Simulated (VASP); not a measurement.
Level of theory: PBEsol GGA, VASP's PBE PAW potentials (set 64) (plane waves; VASP 6.6.1).

Input for VASP

**INCAR**
```
# general
SYSTEM = LiH
PREC   = Accurate
ENCUT  = 520   # plane-wave cut-off (eV)
LREAL  = F
LASPH  = T   # aspherical one-centre terms
ICHARG = 11   # fixed density

# electronic loop
EDIFF  = 1E-7   # SCF stop (eV)
NELM   = 100   # most electronic steps
ALGO   = Normal

# smearing
ISMEAR = 0   # Gaussian
SIGMA  = 0.05   # width (eV)

# functional
GGA    = PS

# output
LWAVE  = F
LCHARG = F
LORBIT = 11   # lm-projected
```

File KPOINTS:
```
k-points along high-symmetry lines
15
Line-mode
Reciprocal
  0.000000   0.000000   0.000000 ! GAMMA
  0.500000   0.000000   0.500000 ! X

  0.500000   0.000000   0.500000 ! X
  0.625000   0.250000   0.625000 ! U

  0.375000   0.375000   0.750000 ! K
  0.000000   0.000000   0.000000 ! GAMMA

  0.000000   0.000000   0.000000 ! GAMMA
  0.500000   0.500000   0.500000 ! L

  0.500000   0.500000   0.500000 ! L
  0.500000   0.250000   0.750000 ! W

  0.500000   0.250000   0.750000 ! W
  0.500000   0.000000   0.500000 ! X
```

### POSCAR
```
LiH
1.0
  0.0000000000   1.9879338360   1.9879338360
  1.9879338360   0.0000000000   1.9879338360
  1.9879338360   1.9879338360   0.0000000000
Li H
1 1
Direct
  0.0000000000   0.0000000000   0.0000000000
  0.5000000000   0.5000000000   0.5000000000
```

POTCAR, in this order: Li_sv H (PBE.64 set). Program: vasp_std. Read from the step before: CHGCAR.

The resulting files:

OUTCAR:
```
 ion  position               nearest neighbor table
   1  0.000  0.000  0.000-
   2  0.500  0.500  0.500-
  LATTYP: Found a face centered cubic cell.
 ALAT       =     3.9758676720
 Subroutine PRICEL returns:
 Original cell was already a primitive cell.
 Subroutine GETGRP returns: Found 48 space group operations
The static configuration has the point symmetry O_h .
The dynamic configuration has the point symmetry O_h .
 Subroutine INISYM returns: Found 48 space group operations
   k-points           NKPTS =     90   k-points in BZ     NKDIM =     90   number of bands    NBANDS=      6
   number of dos      NEDOS =    301   number of ions     NIONS =      2
   total plane-waves  NPLWV =  13824
   dimension x,y,z NGX =    24 NGY =   24 NGZ =   24
   dimension x,y,z NGXF=    48 NGYF=   48 NGZF=   48
   ions per type =               1   1
   PREC   = accura    normal or accurate (medium, high low for compatibility)
   ISTART =      0    job   : 0-new  1-cont  2-samecut
   ICHARG =     11    charge: 1-file 2-atom 10-const
   ISPIN  =      1    spin polarized calculation?
   LNONCOLLINEAR =      F non collinear calculations
   LSORBIT =      F    spin-orbit coupling
   INIWAV =      1    electr: 0-lowe 1-rand  2-diag
   ENCUT  =  520.0 eV  38.22 Ry    6.18 a.u.   5.23  5.23  5.23*2*pi/ulx,y,z
   NELM   =    100;   NELMIN=  2; NELMDL= -5     # of ELM steps
   EDIFF  = 0.1E-06   stopping-criterion for ELM
   LREAL  =      F    real-space projection
   NLSPLINE    = F    spline interpolate recip. space projectors
   LMAXMIX     =    2 max onsite mixed and CHGCAR
   VOSKOWN=      0    Vosko Wilk Nusair interpolation
   EDIFFG = 0.1E-05   stopping-criterion for IOM
   NSW    =      0    number of steps for IOM
   NBLOCK =      1;   KBLOCK =      1    inner block; outer block
   IBRION =     -1    ionic relax: 0-MD 1-quasi-New 2-CG
   NFREE  =      0    steps in history (QN), initial steepest desc. (CG)
   ISIF   =      2    stress and relaxation
   ISYM   =      2    0-nonsym 1-usesym 2-fastsym
   TEIN   =    0.0    initial temperature
   TEBEG  =    0.0;   TEEND  =   0.0 temperature during run
...
```

OSZICAR:
```
       N       E                     dE             d eps       ncg     rms          rms(c)
DAV:   1    -0.147292162180E+01   -0.14729E+01   -0.14909E+03  1134   0.601E+02
DAV:   2    -0.558855708102E+01   -0.41156E+01   -0.39110E+01  1524   0.609E+01
DAV:   3    -0.567658936094E+01   -0.88032E-01   -0.88032E-01  1272   0.769E+00
DAV:   4    -0.567797480434E+01   -0.13854E-02   -0.13854E-02  1488   0.835E-01
DAV:   5    -0.567797991510E+01   -0.51108E-05   -0.51108E-05  1338   0.448E-02
DAV:   6    -0.567797999859E+01   -0.83495E-07   -0.83495E-07  1440   0.341E-03
   1 F= -.56779800E+01 E0= -.56779800E+01  d E =-.183691E-11
```

### OUTCAR
```
 val. band max:        0.2738429144   @ k =   0.5000   0.0000   0.5000

 cond. band min:       2.9998164653   @ k =   0.5000   0.0000   0.5000



 k-point     1 :       0.0000    0.0000    0.0000
  band No.  band energies     occupation
      1     -43.4089      2.00000
      2      -5.3633      2.00000
      3      16.6963      0.00000
      4      18.2480      0.00000
      5      18.2480      0.00000
      6      18.2481      0.00000

 k-point     2 :       0.0357    0.0000    0.0357
  band No.  band energies     occupation
      1     -43.4080      2.00000
      2      -5.3327      2.00000
      3      16.4499      0.00000
      4      17.9440      0.00000
      5      17.9440      0.00000
      6      18.4534      0.00000

 k-point     3 :       0.0714    0.0000    0.0714
  band No.  band energies     occupation
      1     -43.4054      2.00000
      2      -5.2406      2.00000
      3      15.8995      0.00000
      4      17.2333      0.00000
      5      17.2333      0.00000
      6      18.8297      0.00000

 k-point     4 :       0.1071    0.0000    0.1071
  band No.  band energies     occupation
      1     -43.4012      2.00000
      2      -5.0859      2.00000
      3      15.1922      0.00000
      4      16.3827      0.00000
      5      16.3828      0.00000
      6      19.0879      0.00000

 k-point     5 :       0.1429    0.0000    0.1429
  band No.  band energies     occupation
      1     -43.3954      2.00000
      2      -4.8671      2.00000
      3      14.3331      0.00000
      4      15.5212      0.00000
      5      15.5212      0.00000
      6      18.9361      0.00000

 k-point     6 :       0.1786    0.0000    0.1786
  band No.  band energies     occupation
      1     -43.3885      2.00000
      2      -4.5828      2.00000
      3      13.2961      0.00000
      4      14.7015      0.00000
      5      14.7015      0.00000
      6      18.0233      0.00000

...
```

The density is held fixed in this step, so its total energy and stress have no physical meaning.

The compound is LiH in the rock salt structure. It was relaxed first, which changed the volume by -7 %.
